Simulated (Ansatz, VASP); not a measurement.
# Ga19As19H30 (GaAs wire along [111], 38 atoms a period, H-terminated): VASP beside Ansatz

Aim: how closely do two programs agree when they are given the same cell, functional and k mesh? The structure shown is the start of the Ansatz relaxation below; VASP solves that cell, so the two are compared at the walk's first step.

Main program and level: Ansatz 0.2.0; plane waves, with VASP 6.6.1 beside it; single point at PBE.

**1. The structure**

The cell holds 68 atoms: 19 Ga, 19 As and 30 H. Cell: a = 17.512 Å, b = 19.141 Å, c = 9.959 Å, α = 90.0°, β = 90.0°, γ = 90.0°. Vacuum lies along a and b. The structure's axis is c.

**2. Ansatz: relaxation, PBE**

Ansatz runs on its PAW soft_1 files.

The two programs are compared at the cell with which this relaxation starts, whose forces are those of its first step.

input.yaml reads:

```yaml
crystal:
  lattice:
    - [17.512, 0.0, 0.0]
    - [0.0, 19.141, 0.0]
    - [0.0, 0.0, 9.9592921435]
  atoms:
    - { symbol: Ga, position: [0.267820043, 0.500731081, 0.0] }
    - { symbol: Ga, position: [0.383907983, 0.684689156, 0.0] }
    - { symbol: Ga, position: [0.499995922, 0.500731081, 0.0] }
    - { symbol: Ga, position: [0.616083862, 0.684689156, 0.0] }
    - { symbol: As, position: [0.267820043, 0.500731081, 0.25] }
    - { symbol: As, position: [0.383907983, 0.316773007, 0.25] }
    - { symbol: As, position: [0.383907983, 0.684689156, 0.25] }
    - { symbol: As, position: [0.499995922, 0.500731081, 0.25] }
    - { symbol: As, position: [0.616083862, 0.316773007, 0.25] }
    - { symbol: As, position: [0.616083862, 0.684689156, 0.25] }
    - { symbol: As, position: [0.732171801, 0.500731081, 0.25] }
    - { symbol: H, position: [0.194152581, 0.662282035, 0.280451396] }
    - { symbol: H, position: [0.499995922, 0.177629173, 0.280451396] }
    - { symbol: H, position: [0.805839263, 0.662282035, 0.280451396] }
    - { symbol: H, position: [0.19555133, 0.462557683, 0.30187785] }
    - { symbol: H, position: [0.31163927, 0.278599609, 0.30187785] }
    - { symbol: H, position: [0.383907983, 0.761035951, 0.30187785] }
    - { symbol: H, position: [0.616083862, 0.761035951, 0.30187785] }
    - { symbol: H, position: [0.688352575, 0.278599609, 0.30187785] }
    - { symbol: H, position: [0.804440514, 0.462557683, 0.30187785] }
    - { symbol: Ga, position: [0.267820043, 0.623369798, 0.333333333] }
    - { symbol: Ga, position: [0.383907983, 0.439411723, 0.333333333] }
    - { symbol: Ga, position: [0.499995922, 0.623369798, 0.333333333] }
    - { symbol: Ga, position: [0.499995922, 0.255453648, 0.333333333] }
    - { symbol: Ga, position: [0.616083862, 0.439411723, 0.333333333] }
    - { symbol: Ga, position: [0.732171801, 0.623369798, 0.333333333] }
    - { symbol: As, position: [0.267820043, 0.623369798, 0.583333333] }
    - { symbol: As, position: [0.383907983, 0.439411723, 0.583333333] }
    - { symbol: As, position: [0.499995922, 0.623369798, 0.583333333] }
    - { symbol: As, position: [0.499995922, 0.255453648, 0.583333333] }
    - { symbol: As, position: [0.616083862, 0.439411723, 0.583333333] }
    - { symbol: As, position: [0.732171801, 0.623369798, 0.583333333] }
    - { symbol: H, position: [0.194152581, 0.417004603, 0.613784729] }
    - { symbol: H, position: [0.267820043, 0.300267889, 0.613784729] }
    - { symbol: H, position: [0.42632846, 0.784920752, 0.613784729] }
    - { symbol: H, position: [0.573663384, 0.784920752, 0.613784729] }
    - { symbol: H, position: [0.732171801, 0.300267889, 0.613784729] }
    - { symbol: H, position: [0.805839263, 0.417004603, 0.613784729] }
    - { symbol: H, position: [0.19555133, 0.5851964, 0.635211184] }
    - { symbol: H, position: [0.267820043, 0.699716593, 0.635211184] }
    - { symbol: H, position: [0.427727209, 0.217280251, 0.635211184] }
    - { symbol: H, position: [0.572264635, 0.217280251, 0.635211184] }
    - { symbol: H, position: [0.732171801, 0.699716593, 0.635211184] }
    - { symbol: H, position: [0.804440514, 0.5851964, 0.635211184] }
    - { symbol: Ga, position: [0.267820043, 0.378092365, 0.666666667] }
    - { symbol: Ga, position: [0.383907983, 0.562050439, 0.666666667] }
    - { symbol: Ga, position: [0.499995922, 0.378092365, 0.666666667] }
    - { symbol: Ga, position: [0.499995922, 0.746008514, 0.666666667] }
    - { symbol: Ga, position: [0.616083862, 0.562050439, 0.666666667] }
    - { symbol: Ga, position: [0.732171801, 0.378092365, 0.666666667] }
    - { symbol: As, position: [0.267820043, 0.378092365, 0.916666667] }
    - { symbol: As, position: [0.383907983, 0.562050439, 0.916666667] }
    - { symbol: As, position: [0.499995922, 0.378092365, 0.916666667] }
    - { symbol: As, position: [0.499995922, 0.746008514, 0.916666667] }
    - { symbol: As, position: [0.616083862, 0.562050439, 0.916666667] }
    - { symbol: As, position: [0.732171801, 0.378092365, 0.916666667] }
    - { symbol: H, position: [0.194152581, 0.539643319, 0.947118062] }
    - { symbol: H, position: [0.310240521, 0.723601394, 0.947118062] }
    - { symbol: H, position: [0.383907983, 0.238948531, 0.947118062] }
    - { symbol: H, position: [0.616083862, 0.238948531, 0.947118062] }
    - { symbol: H, position: [0.689751324, 0.723601394, 0.947118062] }
    - { symbol: H, position: [0.805839263, 0.539643319, 0.947118062] }
    - { symbol: H, position: [0.19555133, 0.339918967, 0.968544517] }
    - { symbol: H, position: [0.499995922, 0.82235531, 0.968544517] }
    - { symbol: H, position: [0.804440514, 0.339918967, 0.968544517] }
    - { symbol: Ga, position: [0.383907983, 0.316773007, 0.0] }
    - { symbol: Ga, position: [0.616083862, 0.316773007, 0.0] }
    - { symbol: Ga, position: [0.732171801, 0.500731081, 0.0] }
kpoints:
  mp_grid: { grid: [1, 1, 9] }
scf:
  occupations: { method: fermi_dirac, width: 0.05 }
hamiltonian:
  xc: pbe
  pseudopotentials: { kind: paw, azcp: { folder: soft_1 } }
relax:
  cell: { fix: [a, b, alpha, beta, gamma] }
  max_steps: 45
  f_tol: 0.03
```

On the command line:

```sh
$ ansatz run input.yaml --threads 4 --pin off --max-ram 16384MiB --backend cpu --events-out ev --progress --plain --runs-dir out
```

Numbers of over 12 decimals in the logs are rounded to 6 here.

Output:

```text
Engine: ansatz 0.2.0, aarch64-unknown-linux-gnu
Pseudopotentials: kind: paw
Pseudopotential: Ga, paw, valence charge 13, recommended cutoff 420 eV (normal), soft_1/Ga.paw.azcp
Pseudopotential: As, paw, valence charge 15, recommended cutoff 420 eV (normal), soft_1/As.paw.azcp
Pseudopotential: H, paw, valence charge 1, recommended cutoff 420 eV (normal), soft_1/H.paw.azcp
Functional definition: PBE
  parameter kappa = 0.804
  parameter beta = 0.066725
  exchange = pbe_x(kappa = kappa, mu = beta*pi^2/3)
  correlation = pbe_c(beta = beta)
Crystal: 68 atoms, lattice volume = 3338.327 Å³
Basis set: ecut = 420 eV, 65269 PW (Γ), exchange–correlation on 240×256×144 points (8 copies of the dense FFT grid, shifted against one another)
Bands: 349, of which v1, the nominal top of the filled ones, is band 281 counted from 1 (280 counted from 0)
Symmetry: 2 space group operations
Space group: Pm (ITA 6), of the structure as read, at distance tolerance 1.5e-4 Å
k-points: 5 of 9 (time reversal used)
Non-local potential: Ga, projectors of the file, l = 0: 2, l = 1: 2, l = 2: 3, l = 3: 1
Non-local potential: As, projectors of the file, l = 0: 2, l = 1: 2, l = 2: 3, l = 3: 1
Non-local potential: H, projectors of the file, l = 0: 2, l = 1: 1
PAW form: soft (Blöchl's): semilocal exchange-correlation on the pseudo side does not see the compensation charge
PAW one-centre angular grid: Ga, 590 points (default); XC on 64 Gauss nodes
PAW one-centre angular grid: As, 590 points (default); XC on 64 Gauss nodes
PAW one-centre angular grid: H, 110 points (default); XC on 64 Gauss nodes
Initial density: superposition of atomic densities (neutral atoms: chi_scale 0, normalization atom)
Initial wavefunctions: pseudopotential atomic-orbital guess
Functional: x = pbe(κ = 0.804, μ = 0.219515), c = pbe(β = 0.066725)
SCF iter   1: F=—  HF=-164631.769550 eV  |F-HF|=—  |Δ(HF+E_count)|=         —  Δρ=3.21e-2  dr2=3.27e1  ethr=3.10e-3  ⟨swp⟩=6.0  Hψ=7052  notcnv=0  defer=114
preconditioner: auto → Resta (q_TF=auto, 2.027 Å⁻¹)  ε∞=1.8  [insulator: Δε(μ)=2.299 eV  Ē_g=13.704 eV  σ=0.050 eV  W_gap=1.00  n_scr=468 (ndim 8)  ℏωp=12.4 eV  f_vac=0.592  D(μ)=0.00/eV (n_scr^D=0)  ε∞_Penn≈1.8  vacuum switching on, ρ_ref=1.4e-2 e/Å³]
SCF iter   2: F=—  HF=-164623.582890 eV  |F-HF|=—  |Δ(HF+E_count)|=    8.19e0  Δρ=1.46e-2  dr2=6.48e0  ethr=3.10e-3  ⟨swp⟩=3.0  Hψ=2434  notcnv=0  defer=308
SCF iter   3: F=—  HF=-164622.583125 eV  |F-HF|=—  |Δ(HF+E_count)|=    1.00e0  Δρ=4.04e-3  dr2=1.83e0  ethr=1.15e-3  ⟨swp⟩=3.6  Hψ=3650  notcnv=0  defer=306
SCF iter   4: F=—  HF=-164622.138466 eV  |F-HF|=—  |Δ(HF+E_count)|=   4.45e-1  Δρ=1.51e-3  dr2=1.35e-1  ethr=3.26e-4  ⟨swp⟩=4.8  Hψ=2724  notcnv=0  defer=295
SCF iter   5: F=—  HF=-164622.137387 eV  |F-HF|=—  |Δ(HF+E_count)|=   1.08e-3  Δρ=7.00e-4  dr2=1.90e-2  ethr=2.40e-5  ⟨swp⟩=3.2  Hψ=3036  notcnv=0  defer=288
SCF iter   6: F=—  HF=-164622.137372 eV  |F-HF|=—  |Δ(HF+E_count)|=   1.46e-5  Δρ=2.12e-4  dr2=1.12e-3  ethr=3.38e-6  ⟨swp⟩=2.0  Hψ=2637  notcnv=0  defer=288
SCF iter   7: F=—  HF=-164622.138614 eV  |F-HF|=—  |Δ(HF+E_count)|=   1.24e-3  Δρ=6.81e-5  dr2=2.20e-4  ethr=1.99e-7  ⟨swp⟩=2.0  Hψ=2637  notcnv=0  defer=288
SCF iter   8: F=—  HF=-164622.138770 eV  |F-HF|=—  |Δ(HF+E_count)|=   1.56e-4  Δρ=2.14e-5  dr2=2.70e-5  ethr=3.91e-8  ⟨swp⟩=2.0  Hψ=2637  notcnv=0  defer=288
SCF iter   9: F=—  HF=-164622.138388 eV  |F-HF|=—  |Δ(HF+E_count)|=   3.81e-4  Δρ=1.14e-5  dr2=4.89e-6  ethr=4.80e-9  ⟨swp⟩=2.0  Hψ=2925  notcnv=0  defer=288
SCF iter  10: F=—  HF=-164622.138391 eV  |F-HF|=—  |Δ(HF+E_count)|=   2.58e-6  Δρ=3.14e-6  dr2=5.85e-7  ethr=8.70e-10  ⟨swp⟩=2.0  Hψ=2637  notcnv=0  defer=288
SCF iter  11: F=—  HF=-164622.138392 eV  |F-HF|=—  |Δ(HF+E_count)|=   5.11e-7  Δρ=1.15e-6  dr2=1.81e-7  ethr=1.78e-11  ⟨swp⟩=4.0  Hψ=5755  notcnv=0
SCF iter  12: F=-164622.138392 eV  HF=-164622.138392 eV  |F-HF|=8.91e-9  |Δ(HF+E_count)|=   1.87e-8  Δρ=5.59e-7  dr2=1.32e-8  ethr=1.78e-11  ⟨swp⟩=4.0  Hψ=4737  notcnv=0
SCF 1 converged in 12 iterations: F = -164622.138392 eV  dr2 = 1.32e-8
  greatest PAW one-centre occupation: 0.999 electrons in one spin orbital (limit 2), on the As atom at site 29 (counted from 0), in its partial waves of l = 2
relax step   1: F+E_penalty+E_count = -164622.13839161 eV  Δ(F+E_penalty+E_count) = +0.000e0 eV  max|allowed force component| = 7.528e-1 eV/Å  Δτ_max = 0.0000 Å  P = -0.354 GPa  Ω = 3338.327 Å³  fix = [a, b, alpha, beta, gamma]  reactions: a -0.518, b -0.520 GPa; alpha -0.000 GPa/rad  (12 SCF iters, dr2 threshold 1.00e-7 eV, accepted)
Crystal: 68 atoms, lattice volume = 3337.309 Å³
Basis set: ecut = 420 eV, 65241 PW (Γ), exchange–correlation on 240×256×144 points (8 copies of the dense FFT grid, shifted against one another)
Initial density: handed on by an earlier stage of this run
Initial wavefunctions: those handed on with the density
[...]
atom  16  H      0.00205272    -0.00028613     0.00068767
  atom  17  H     -0.00127648    -0.00163761     0.00069897
  atom  18  H      0.00127648    -0.00163761     0.00069897
  atom  19  H     -0.00205272    -0.00028613     0.00068767
  atom  20  H     -0.00078921     0.00191917     0.00070466
  atom  21  Ga     0.00165387    -0.00098606    -0.00069905
  atom  22  Ga    -0.00118497    -0.00075343     0.00588908
  atom  23  Ga     0.00000000     0.00134289     0.00583931
  atom  24  Ga     0.00000000     0.00177681    -0.00070357
  atom  25  Ga     0.00118497    -0.00075343     0.00588908
  atom  26  Ga    -0.00165387    -0.00098606    -0.00069905
  atom  27  As    -0.00664474     0.00387952    -0.00112046
  atom  28  As    -0.00347582    -0.00192737     0.00026275
  atom  29  As     0.00000000     0.00404452     0.00025100
  atom  30  As     0.00000000    -0.00759685    -0.00110435
  atom  31  As     0.00347582    -0.00192737     0.00026275
  atom  32  As     0.00664474     0.00387952    -0.00112046
  atom  33  H      0.00000517    -0.00001188    -0.00026564
  atom  34  H      0.00005755     0.00004262    -0.00023682
  atom  35  H     -0.00000778     0.00002012    -0.00025777
  atom  36  H      0.00000778     0.00002012    -0.00025777
  atom  37  H     -0.00005755     0.00004262    -0.00023682
  atom  38  H     -0.00000517    -0.00001188    -0.00026564
  atom  39  H     -0.00093883    -0.00134331    -0.00076744
[...]
atom  61  H     -0.00256720    -0.00098874    -0.00003194
  atom  62  H     -0.00213637    -0.00168571    -0.00004722
  atom  63  H     -0.00322106    -0.00185301     0.00219027
  atom  64  H      0.00000000     0.00377278     0.00218753
  atom  65  H      0.00322106    -0.00185301     0.00219027
  atom  66  Ga     0.00145426    -0.00237800     0.00041312
  atom  67  Ga    -0.00145426    -0.00237800     0.00041312
  atom  68  Ga     0.00128848     0.00238431     0.00041079
  max |Σ_I F_I| component: 2.39e-6 eV/Å
--- Stress (GPa, compression-positive) ---
        0.000782       0.000000       0.000000
        0.000000      -0.001527      -0.000021
        0.000000      -0.000021      -0.001839
  P = ⅓ Tr σ = -0.0009 GPa (-0.009 kbar)
--- Relaxed structure (6 steps of the walk, 6 accepted, 1 SCFs on fresh bases) ---
  F+E_penalty+E_count = -164623.78924308 eV   max|allowed force component| = 1.501e-2 eV/Å   (the final SCF, on the basis selected at the relaxed cell)
  cell:  # Å, volume = 3340.2518 Å³
    - [17.512, 0.0, 0.0]
    - [0.0, 19.141, 0]
    - [0.0, 0, 9.965035]
  atoms:
    - { symbol: Ga, position: [0.264194, 0.502358, -0.0046521] }
    - { symbol: Ga, position: [0.380560, 0.686767, -0.00464672] }
    - { symbol: Ga, position: [0.5, 0.500731, 0.00257659] }
    - { symbol: Ga, position: [0.619440, 0.686767, -0.00464672] }
    - { symbol: As, position: [0.275087, 0.504056, 0.246229] }
    - { symbol: As, position: [0.390680, 0.320868, 0.246232] }
    - { symbol: As, position: [0.384398, 0.677290, 0.246231] }
    - { symbol: As, position: [0.5, 0.500737, 0.253635] }
    - { symbol: As, position: [0.609320, 0.320868, 0.246232] }
    - { symbol: As, position: [0.615602, 0.677290, 0.246231] }
    - { symbol: As, position: [0.724913, 0.504056, 0.246229] }
    - { symbol: H, position: [0.188240, 0.665397, 0.282146] }
    - { symbol: H, position: [0.5, 0.171395, 0.282081] }
    - { symbol: H, position: [0.811760, 0.665397, 0.282146] }
    - { symbol: H, position: [0.204535, 0.467083, 0.300661] }
    - { symbol: H, position: [0.320410, 0.283448, 0.300665] }
    - { symbol: H, position: [0.384119, 0.751678, 0.300649] }
    - { symbol: H, position: [0.615881, 0.751678, 0.300649] }
    - { symbol: H, position: [0.679590, 0.283448, 0.300665] }
    - { symbol: H, position: [0.795465, 0.467083, 0.300661] }
    - { symbol: Ga, position: [0.262344, 0.626276, 0.325900] }
    - { symbol: Ga, position: [0.386086, 0.440567, 0.343793] }
    - { symbol: Ga, position: [0.5, 0.621088, 0.343784] }
    - { symbol: Ga, position: [0.5, 0.249670, 0.325896] }
    - { symbol: Ga, position: [0.613914, 0.440567, 0.343793] }
    - { symbol: Ga, position: [0.737656, 0.626276, 0.325900] }
    - { symbol: As, position: [0.275738, 0.619189, 0.575937] }
    - { symbol: As, position: [0.381089, 0.437918, 0.591299] }
    - { symbol: As, position: [0.5, 0.626361, 0.591296] }
    - { symbol: As, position: [0.5, 0.263798, 0.575927] }
    - { symbol: As, position: [0.618911, 0.437918, 0.591299] }
    - { symbol: As, position: [0.724262, 0.619189, 0.575937] }
    - { symbol: H, position: [0.192042, 0.421344, 0.615395] }
    - { symbol: H, position: [0.270885, 0.296405, 0.615412] }
    - { symbol: H, position: [0.421158, 0.784437, 0.615422] }
    - { symbol: H, position: [0.578842, 0.784437, 0.615422] }
    - { symbol: H, position: [0.729115, 0.296405, 0.615412] }
    - { symbol: H, position: [0.807958, 0.421344, 0.615395] }
    - { symbol: H, position: [0.203103, 0.588616, 0.634836] }
    - { symbol: H, position: [0.268344, 0.692022, 0.634848] }
    - { symbol: H, position: [0.434747, 0.221518, 0.634801] }
    - { symbol: H, position: [0.565253, 0.221518, 0.634801] }
    - { symbol: H, position: [0.731656, 0.692022, 0.634848] }
    - { symbol: H, position: [0.796897, 0.588616, 0.634836] }
    - { symbol: Ga, position: [0.260542, 0.374238, 0.660496] }
    - { symbol: Ga, position: [0.389747, 0.558973, 0.676138] }
    - { symbol: Ga, position: [0.5, 0.384248, 0.676125] }
    - { symbol: Ga, position: [0.5, 0.753713, 0.660529] }
    - { symbol: Ga, position: [0.610253, 0.558973, 0.676138] }
    - { symbol: Ga, position: [0.739458, 0.374238, 0.660496] }
    - { symbol: As, position: [0.274772, 0.381759, 0.910656] }
    - { symbol: As, position: [0.383499, 0.562273, 0.923762] }
    - { symbol: As, position: [0.5, 0.377646, 0.923754] }
    - { symbol: As, position: [0.5, 0.738687, 0.910680] }
    - { symbol: As, position: [0.616501, 0.562273, 0.923762] }
    - { symbol: As, position: [0.725228, 0.381759, 0.910656] }
    - { symbol: H, position: [0.190081, 0.541625, 0.949735] }
    - { symbol: H, position: [0.306313, 0.725824, 0.949722] }
    - { symbol: H, position: [0.383762, 0.234713, 0.949762] }
    - { symbol: H, position: [0.616238, 0.234713, 0.949762] }
    - { symbol: H, position: [0.693687, 0.725824, 0.949722] }
    - { symbol: H, position: [0.809919, 0.541625, 0.949735] }
    - { symbol: H, position: [0.204929, 0.344864, 0.968355] }
    - { symbol: H, position: [0.5, 0.812469, 0.968383] }
    - { symbol: H, position: [0.795071, 0.344864, 0.968355] }
    - { symbol: Ga, position: [0.383632, 0.313079, -0.00464617] }
    - { symbol: Ga, position: [0.616368, 0.313079, -0.00464617] }
    - { symbol: Ga, position: [0.735806, 0.502358, -0.0046521] }
```

(Part 1 of 2 ends here.)

[Lines on the potential files, build, host, timing and source positions are cut from VASP's logs without a mark.]

[Logs are printed without paths, hosts, clocks, repeated set-up lines and the standing remarks that a program may print on its own settings, such as how far it seeks lower states.]

[Hosts, paths, dates, database ids (printed as entryN), source tags and the programs' standing remarks are cut or masked in the printed files.]
